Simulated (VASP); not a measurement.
# Al2Pt: Al into a neighbouring Al vacancy, part 3 of 4

Aim: the barrier for one hop in Al2Pt: Al into a neighbouring Al vacancy. The start is a cell from a database of measured crystal structures.

VASP 6.6.1; LDA; plane waves and PAW (Pt, Al).

So far. Step 2 (Relax the host): The run ended after 3 ionic steps, 0.017 eV below its first step, once forces and stress met EDIFFG = -0.02. Step 3 (Relax the start): The run ended after 9 ionic steps, 0.165 eV below its first step, once the forces on the free atoms met EDIFFG = -0.05.

The database entry behind the starting cell differs from later determinations by our own check (0.1 to 0.3 % short, probably kX units), so it need not match the best structure at ambient conditions.

## Step 4: Relax the end

The end state is relaxed in the same way, so that both ends share their errors.

Contents of INCAR:

```
SYSTEM = Al15Pt8
PREC = Normal
ENCUT = 280
EDIFF = 1E-05
NELM = 120
ISMEAR = 1
SIGMA = 0.15
LREAL = Auto
ALGO = Fast
GGA = CA
NBANDS = 85
LASPH = .TRUE.
LORBIT = 11
LWAVE = .FALSE.
LCHARG = .FALSE.
KPAR = 3
IBRION = 2
NSW = 60
ISIF = 2
EDIFFG = -0.05
POTIM = 0.4
MAXMIX = 40
ISYM = 0
```

Contents of POSCAR:

```
Al15Pt8
1.0
    0.0000000000      5.8566490258      5.8566490258
    5.8566490258      0.0000000000      5.8566490258
    5.8566490258      5.8566490258      0.0000000000
Pt Al
8 15
Direct
    0.0011486637     -0.0021646947      0.0030334103
    0.0031016114     -0.0022361113      0.4994672427
   -0.0046492748      0.4995889808      0.0034703900
    0.0007504401      0.5018972303      0.4977270915
    0.4948440736      0.0010745377     -0.0004132966
    0.4985584463     -0.0007448275      0.5037628982
    0.5015623724      0.5000371919     -0.0000407735
    0.4987798741      0.5008962945      0.5020960043
    0.3734013667      0.3689121414      0.8802039127
    0.3728593671      0.8722731772      0.3772533256
    0.3747922877      0.8781528941      0.8729836384
    0.8784381246      0.3757241313      0.3738469815
    0.8702652629      0.3745634570      0.8767442177
    0.8706404400      0.8770081643      0.3789795058
    0.8758818590      0.8770281405      0.8734644863
    0.1237454288      0.1238143371      0.1263015250
    0.3735699239      0.3787040366      0.3728995018
    0.1155836038      0.6259944156      0.1292097122
    0.1265880996      0.6199938200      0.6321127729
    0.6267056564      0.1204233449      0.1253056266
    0.6261779946      0.1256387510      0.6226332114
    0.6258650884      0.6235320642      0.1250838598
    0.6242733817      0.6224810775      0.6246344365
```

Contents of KPOINTS:

```
Automatic mesh
0
Gamma
3 3 3
0 0 0
```

PAW data sets: Pt and Al (LDA family, release 64).

Started as:

```console
> mpirun -np 3 vasp_std
```

Output:

```text
[... set-up lines as in an earlier step ...]
 entering main loop
       N       E                     dE             d eps       ncg     rms          rms(c)
DAV:   1     0.306698681550E+03    0.30670E+03   -0.35958E+04  2396   0.765E+02
DAV:   2    -0.126307334999E+03   -0.43301E+03   -0.40157E+03  2807   0.175E+02
DAV:   3    -0.146717799893E+03   -0.20410E+02   -0.19966E+02  2856   0.356E+01
DAV:   4    -0.147008268054E+03   -0.29047E+00   -0.28961E+00  2771   0.480E+00
DAV:   5    -0.147013857774E+03   -0.55897E-02   -0.55865E-02  2784   0.665E-01    0.239E+01
RMM:   6    -0.142827113971E+03    0.41867E+01   -0.20641E+01  2380   0.129E+01    0.639E+00
RMM:   7    -0.142133416084E+03    0.69370E+00   -0.15430E+00  2380   0.338E+00    0.414E+00
RMM:   8    -0.141891139288E+03    0.24228E+00   -0.34974E-01  2380   0.159E+00    0.117E+00
RMM:   9    -0.141875691034E+03    0.15448E-01   -0.75560E-02  2401   0.793E-01    0.586E-01
RMM:  10    -0.141875869289E+03   -0.17826E-03   -0.15685E-02  2425   0.327E-01    0.382E-01
RMM:  11    -0.141875853792E+03    0.15497E-04   -0.39018E-03  2384   0.179E-01    0.849E-02
RMM:  12    -0.141875817338E+03    0.36454E-04   -0.10986E-03  2427   0.912E-02    0.359E-02
RMM:  13    -0.141875831569E+03   -0.14231E-04   -0.22052E-04  2388   0.362E-02    0.274E-02
RMM:  14    -0.141875833139E+03   -0.15699E-05   -0.43648E-05  1882   0.166E-02
   1 F= -.14187583E+03 E0= -.14186831E+03  d E =-.141876E+03
 curvature:   0.00 expect dE= 0.000E+00 dE for cont linesearch  0.000E+00
 trial: gam= 0.00000 g(F)=  0.108E+00 g(S)=  0.000E+00 ort = 0.000E+00 (trialstep = 0.100E+01)
 search vector abs. value=  0.108E+00
 bond charge predicted
       N       E                     dE             d eps       ncg     rms          rms(c)
DAV:   1    -0.141953707842E+03   -0.77876E-01   -0.12856E+01  2520   0.900E+00    0.372E-01
RMM:   2    -0.141961324891E+03   -0.76170E-02   -0.14075E-01  2380   0.132E+00    0.258E-01
RMM:   3    -0.141962620997E+03   -0.12961E-02   -0.22404E-02  2406   0.525E-01    0.163E-01
RMM:   4    -0.141962245780E+03    0.37522E-03   -0.37015E-03  2417   0.210E-01    0.101E-01
RMM:   5    -0.141962118098E+03    0.12768E-03   -0.14382E-03  2380   0.124E-01    0.253E-02
RMM:   6    -0.141962100098E+03    0.18001E-04   -0.28040E-04  2396   0.490E-02    0.172E-02
RMM:   7    -0.141962110442E+03   -0.10345E-04   -0.11270E-04  2371   0.291E-02    0.158E-02
RMM:   8    -0.141962105753E+03    0.46896E-05   -0.23797E-05  1518   0.142E-02
   2 F= -.14196211E+03 E0= -.14195443E+03  d E =-.862726E-01
[...]
3 F= -.14201091E+03 E0= -.14200339E+03  d E =-.135081E+00
[...]
4 F= -.14201129E+03 E0= -.14200379E+03  d E =-.135461E+00
[...]
5 F= -.14203275E+03 E0= -.14202550E+03  d E =-.214544E-01
[...]
6 F= -.14204691E+03 E0= -.14204005E+03  d E =-.356206E-01
[...]
7 F= -.14204700E+03 E0= -.14204015E+03  d E =-.357046E-01
 curvature:  -2.07 expect dE=-0.659E-02 dE for cont linesearch -0.687E-06
 trial: gam= 0.14658 g(F)=  0.319E-02 g(S)=  0.000E+00 ort =-0.898E-04 (trialstep = 0.173E+01)
 search vector abs. value=  0.368E-02
 bond charge predicted
       N       E                     dE             d eps       ncg     rms          rms(c)
DAV:   1    -0.142050185775E+03   -0.31914E-02   -0.68519E-01  2435   0.210E+00    0.109E-01
RMM:   2    -0.142052186924E+03   -0.20011E-02   -0.11882E-02  2380   0.351E-01    0.283E-01
RMM:   3    -0.142050833976E+03    0.13529E-02   -0.28342E-03  2388   0.158E-01    0.114E-01
RMM:   4    -0.142051111325E+03   -0.27735E-03   -0.70291E-03  2406   0.216E-01    0.157E-01
RMM:   5    -0.142050700525E+03    0.41080E-03   -0.80307E-04  2380   0.862E-02    0.537E-02
RMM:   6    -0.142050623382E+03    0.77142E-04   -0.88808E-04  2380   0.790E-02    0.600E-02
RMM:   7    -0.142050608806E+03    0.14577E-04   -0.66991E-05  2316   0.271E-02    0.204E-02
RMM:   8    -0.142050604899E+03    0.39069E-05   -0.16256E-05  1404   0.125E-02
   8 F= -.14205060E+03 E0= -.14204389E+03  d E =-.360612E-02
 trial-energy change:   -0.003606  1 .order   -0.003636   -0.005503   -0.001768
 step:   2.5560(harm=  2.5560)  dis= 0.00827  next Energy=  -142.051053 (dE=-0.405E-02)
 reached required accuracy - stopping structural energy minimisation
```

Run time: 98 s. Hardware: 3 MPI ranks of Intel Xeon 6975P-C (Granite Rapids), shared host; peak memory 0.8 GiB; 4.9 min of CPU time.

OUTCAR, selected parts (step 4):

```text
 Found     14 irreducible k-points:

   NELECT =     125.0000    total number of electrons

 E-fermi :   7.4620

 k-point     1 :       0.0000    0.0000    0.0000
  band No.  band energies     occupation
    ...
     57       5.9258      2.00000
     58       5.9265      2.00000
     59       6.4947      2.00000
     60       6.4953      2.00000
     61       6.4995      2.00000
     62       8.5767     -0.00000
     63       8.5782     -0.00000
     64       8.5833     -0.00000
     65       8.8372     -0.00000
     66       8.8392     -0.00000
    ...

 k-point     2 :       0.3333    0.0000    0.0000
  band No.  band energies     occupation
    ...
     57       6.2149      2.00000
     58       6.5920      2.00000
     59       6.6609      2.00000
     60       7.0238      2.00029
     61       7.0249      2.00030
     62       7.5160      0.43292
     63       7.5177      0.41733
     64       7.9053     -0.00024
     65       8.0144     -0.00000
     66       8.4175     -0.00000
    ...

  Total       -3.7058573     -3.7651284     -3.7463299     -0.0216347     -0.1287964      0.0583187
  in kB      -14.7782050    -15.0145660    -14.9396015     -0.0862746     -0.5136139      0.2325630
  external PRESSURE =     -14.9107908 kB  Pullay stress =       0.0000000 kB

 POSITION                                       TOTAL-FORCE (eV/Angst)
 -----------------------------------------------------------------------------------
      5.90040      5.89261     11.66580        -0.017534     -0.005697      0.010930
      8.75248      8.75717     11.67290         0.010521     -0.009231     -0.004995
      2.93602      5.85610      8.76945        -0.006949     -0.009208      0.006101
      5.90043      8.75223      8.81516        -0.013934      0.005795     -0.013155
      5.85220      2.92855      8.77253         0.005187      0.020443     -0.007247
      8.75315      5.89061      8.81517         0.003759     -0.004193     -0.014464
      2.93359      2.92602      5.84777         0.006985      0.008916      0.006568
      5.85546      5.85879      5.85133        -0.009649     -0.010416      0.006621
      7.32266      7.31856      4.38061         0.003259      0.010564      0.000719
      7.37514      4.39458      7.31557         0.030132      0.000700     -0.004340
     10.24952      7.25939      7.30856         0.020245     -0.026507      0.014336
      4.39830      7.39018      7.31262        -0.008147     -0.010752      0.006005
      7.26759     10.24800      7.30866        -0.018721      0.004321      0.018853
      7.32875      7.32497     10.24217         0.004553     -0.008348      0.000478
     10.25153     10.25152     10.29778         0.008979     -0.001049      0.016301
      1.46621      1.46627      1.47506         0.008043     -0.002038      0.016488
      4.39565      4.39123      4.32980         0.008150      0.004412     -0.031419
      4.37819      1.46254      4.38311        -0.014992      0.006483     -0.012748
      7.32426      4.41781      4.38767         0.005938      0.018959     -0.020389
      1.46859      4.36793      4.38290        -0.015228     -0.007275     -0.005483
      4.41398      7.32236      4.38308         0.007011      0.002142      0.018501
      4.39346      4.39165      7.30676         0.004056      0.005998      0.016402
      7.32773      7.31935      7.29535        -0.021663      0.005982     -0.024063
 -----------------------------------------------------------------------------------
    total drift:                                0.007806      0.006711     -0.027298

  FREE ENERGIE OF THE ION-ELECTRON SYSTEM (eV)
  ---------------------------------------------------
  free  energy   TOTEN  =      -142.0506048987 eV

  energy  without entropy=     -142.0304662421  energy(sigma->0) =     -142.04389201

 total charge
# of ion       s       p       d       tot
------------------------------------------
    1        0.856   0.649   8.181   9.687
    2        0.856   0.648   8.181   9.685
    3        0.852   0.713   8.186   9.751
    4        0.856   0.649   8.181   9.686
    5        0.852   0.715   8.186   9.754
    6        0.856   0.649   8.182   9.687
    7        0.853   0.718   8.187   9.757
    8        0.852   0.716   8.186   9.754
    9        0.406   0.397   0.000   0.803
   10        0.422   0.367   0.000   0.789
   11        0.422   0.366   0.000   0.789
   12        0.423   0.366   0.000   0.789
   13        0.423   0.366   0.000   0.789
   14        0.415   0.382   0.000   0.796
   15        0.423   0.366   0.000   0.789
   16        0.415   0.384   0.000   0.799
   17        0.422   0.367   0.000   0.789
   18        0.415   0.384   0.000   0.799
   19        0.415   0.384   0.000   0.799
   20        0.415   0.384   0.000   0.799
   21        0.415   0.384   0.000   0.799
   22        0.407   0.391   0.000   0.798
   23        0.415   0.384   0.000   0.799
--------------------------------------------------
tot         13.087  11.127  65.471  89.686

[... 6 parts as in an earlier step ...]

[... 6 further parts left out ...]
```

CONTCAR:

```
Al15Pt8
   1.00000000000000
     0.0000000000000000    5.8566490258000004    5.8566490258000004
     5.8566490258000004    0.0000000000000000    5.8566490258000004
     5.8566490258000004    5.8566490258000004    0.0000000000000000
  Pt              Al
     8    15
Direct
     0.9952793589898766    0.9966097306644570    0.0108613229827255
     0.9969509908799931    0.9961504305917381    0.4983009643423420
     0.9979713805630652    0.4993784232156705    0.0019356829891589
     0.9960442399297728    0.5091106974046568    0.4983655808919983
     0.4993371910326764    0.9985388709636587    0.0007012340787935
     0.5081941369084271    0.9969617104994565    0.4976048217557332
     0.4985951979531865    0.4998882939705082    0.0010104666983715
     0.4998301528673723    0.4992617539750591    0.5005347885393678
     0.3736351779108111    0.3743360928790231    0.8759797368694728
     0.3700925265976802    0.8790124553407658    0.3802641903359590
     0.3686784134477740    0.8792305758234007    0.8708348043263245
     0.8797261164514639    0.3688749607567667    0.3821176220258481
     0.8784096505315988    0.3695161023316323    0.8713970039068315
     0.8740834521026004    0.8747277128088785    0.3766270788647593
     0.8791520609456660    0.8791535523661342    0.8712553703966854
     0.1259351058864745    0.1259254919696656    0.1244245494749575
     0.3692716665480277    0.3700256384721896    0.3805144535891049
     0.1252819464707315    0.6231175175595148    0.1244408183820228
     0.1264558885938767    0.6227218633823555    0.6278673155637099
     0.6217078366650608    0.1266554243517561    0.1240998564473463
     0.6224947944157645    0.1258993400961031    0.6277697484895700
     0.6236459524358334    0.6239546494221904    0.1262119853495402
     0.6221108538722627    0.6235412655544076    0.6276402847993893
```

The steps of the relaxation:

| step | energy less that of the first step (eV) | largest force (eV/Å) |
| --- | --- | --- |
| 1 | 0.0000 | 0.5507 |
| 2 | -0.0863 | 0.3372 |
| 3 | -0.1351 | 0.2374 |
| 4 | -0.1355 | 0.2337 |
| 5 | -0.1569 | 0.1758 |
| 6 | -0.1711 | 0.0976 |
| 7 | -0.1712 | 0.1083 |
| 8 | -0.1748 | 0.0363 |

The atoms that moved most (Å):

| atom | dx | dy | dz | length |
| --- | --- | --- | --- | --- |
| Al17 | -0.006 | 0.019 | -0.076 | 0.079 |
| Pt6 | -0.049 | 0.020 | 0.043 | 0.069 |
| Al18 | -0.045 | 0.029 | 0.040 | 0.067 |
| Al13 | -0.061 | 0.016 | 0.018 | 0.066 |
| Al12 | 0.008 | 0.056 | -0.033 | 0.065 |
| Pt2 | -0.016 | -0.043 | -0.045 | 0.065 |
| Al10 | 0.057 | 0.001 | 0.023 | 0.062 |
| Pt1 | 0.039 | 0.011 | -0.042 | 0.058 |

The relaxed structure:

```cif
data_structure
_symmetry_space_group_name_H-M 'P 1'
_symmetry_Int_Tables_number 1
_cell_length_a 8.2826
_cell_length_b 8.2826
_cell_length_c 8.2826
_cell_angle_alpha 60.000
_cell_angle_beta 60.000
_cell_angle_gamma 60.000
_cell_volume 401.77
loop_
_atom_site_label
_atom_site_type_symbol
_atom_site_fract_x
_atom_site_fract_y
_atom_site_fract_z
_atom_site_occupancy
Pt1 Pt 0.99528 0.99661 0.01086 1
Pt2 Pt 0.99695 0.99615 0.49830 1
Pt3 Pt 0.99797 0.49938 0.00194 1
Pt4 Pt 0.99604 0.50911 0.49837 1
Pt5 Pt 0.49934 0.99854 0.00070 1
Pt6 Pt 0.50819 0.99696 0.49760 1
Pt7 Pt 0.49860 0.49989 0.00101 1
Pt8 Pt 0.49983 0.49926 0.50053 1
Al9 Al 0.37364 0.37434 0.87598 1
Al10 Al 0.37009 0.87901 0.38026 1
Al11 Al 0.36868 0.87923 0.87083 1
Al12 Al 0.87973 0.36887 0.38212 1
Al13 Al 0.87841 0.36952 0.87140 1
Al14 Al 0.87408 0.87473 0.37663 1
Al15 Al 0.87915 0.87915 0.87126 1
Al16 Al 0.12594 0.12593 0.12442 1
Al17 Al 0.36927 0.37003 0.38051 1
Al18 Al 0.12528 0.62312 0.12444 1
Al19 Al 0.12646 0.62272 0.62787 1
Al20 Al 0.62171 0.12666 0.12410 1
Al21 Al 0.62249 0.12590 0.62777 1
Al22 Al 0.62365 0.62395 0.12621 1
Al23 Al 0.62211 0.62354 0.62764 1
```

Numbers from this step:

| Quantity | Value |
| --- | --- |
| electronic cycles | 62 |
| free energy (TOTEN) | -142.0506 eV |
| energy at zero smearing | -142.0439 eV |

The run ended after 8 ionic steps, 0.175 eV below its first step, once the forces on the free atoms met EDIFFG = -0.05.

[end of part 3 of 4]

[Lines on the potential files, build, host, timing and source positions are cut from VASP's logs without a mark.]

[Logs are printed without paths, hosts, clocks, repeated set-up lines and the standing remarks that a program may print on its own settings, such as how far it seeks lower states.]

[Hosts, paths, dates, database ids (printed as entryN), source tags and the programs' standing remarks are cut or masked in the printed files.]

[Runs that stopped without an error message from VASP are left out.]
